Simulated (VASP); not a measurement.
Input for VASP

KPOINTS:
```
Automatic
0
gamma
 3 3 3
0 0 0
```

### INCAR
```
# general
SYSTEM    =  RuS2
PREC      =  Accurate
ENCUT     =  240
LREAL     =  .FALSE.
LASPH     =  .TRUE.
ISYM      =  3

# electronic loop
EDIFF     =  1E-6
NELM      =  100
ALGO      =  Normal
LMAXMIX   =  4

# smearing
ISMEAR    =  0
SIGMA     =  0.01

# functional
GGA       =  PE
LHFCALC   =  .TRUE.
AEXX      =  0.25
HFSCREEN  =  0.2
PRECFOCK  =  Fast

# ions
ISIF      =  2

# output
LWAVE     =  .FALSE.
LCHARG    =  .FALSE.
```

File POSCAR:
```
RuS2
1
    5.6874790000     0.0000000000     0.0000000000
    0.0000000000     5.6874790000     0.0000000000
    0.0000000000     0.0000000000     5.6874790000
Ru S
4 8
Direct
  0.0000000000   0.5000000000   0.5000000000
  0.5000000000   0.5000000000   0.0000000000
  0.5000000000   0.0000000000   0.5000000000
  0.0000000000   0.0000000000   0.0000000000
  0.3882000000   0.1118000000   0.8882000000
  0.6118000000   0.8882000000   0.1118000000
  0.1118000000   0.8882000000   0.3882000000
  0.8882000000   0.1118000000   0.6118000000
  0.8882000000   0.3882000000   0.1118000000
  0.1118000000   0.6118000000   0.8882000000
  0.6118000000   0.6118000000   0.6118000000
  0.3882000000   0.3882000000   0.3882000000
```

POTCAR, in this order: Ru_pv S (PBE.64 set). Program: vasp_std.

Q: Translate this HSE06 calculation to Quantum ESPRESSO's pw.x.

A: One equivalent input (not run):
```
&CONTROL
  calculation = 'scf'
  pseudo_dir = './pseudo'
  outdir = './out'
  tprnfor = .true.
  tstress = .false.
/
&SYSTEM
  ibrav = 0
  nat = 12
  ntyp = 2
  ecutwfc = 84
  occupations = 'smearing'
  smearing = 'gaussian'
  degauss = 0.000735
  input_dft = 'hse'
  nqx1 = 3
  nqx2 = 3
  nqx3 = 3
  screening_parameter = 0.1058
/
&ELECTRONS
  conv_thr = 7.3e-08
  electron_maxstep = 100
/
ATOMIC_SPECIES
  Ru 101.070 Ru.upf
  S 32.060 S.upf
CELL_PARAMETERS angstrom
     5.6874790    0.0000000    0.0000000
     0.0000000    5.6874790    0.0000000
     0.0000000    0.0000000    5.6874790
ATOMIC_POSITIONS crystal
  Ru   0.0000000  0.5000000  0.5000000
  Ru   0.5000000  0.5000000  0.0000000
  Ru   0.5000000  0.0000000  0.5000000
  Ru   0.0000000  0.0000000  0.0000000
  S    0.3882000  0.1118000  0.8882000
  S    0.6118000  0.8882000  0.1118000
  S    0.1118000  0.8882000  0.3882000
  S    0.8882000  0.1118000  0.6118000
  S    0.8882000  0.3882000  0.1118000
  S    0.1118000  0.6118000  0.8882000
  S    0.6118000  0.6118000  0.6118000
  S    0.3882000  0.3882000  0.3882000
K_POINTS automatic
  3 3 3 0 0 0
```
Limits of the translation: the potentials are each code's own (VASP's PAW set, PseudoDojo norm-conserving files in pw.x), so ENCUT and ecutwfc are chosen apart and not converted; conv_thr bounds pw.x's estimated SCF error, while EDIFF bounds the energy change between steps.

The structure comes from a computed database's RuS2 entry; how it stands against other phases isn't given here. The cell was not relaxed at this level. The run is one of a series of settings (ENCUT = 240 against the base run), some of them coarse on purpose.
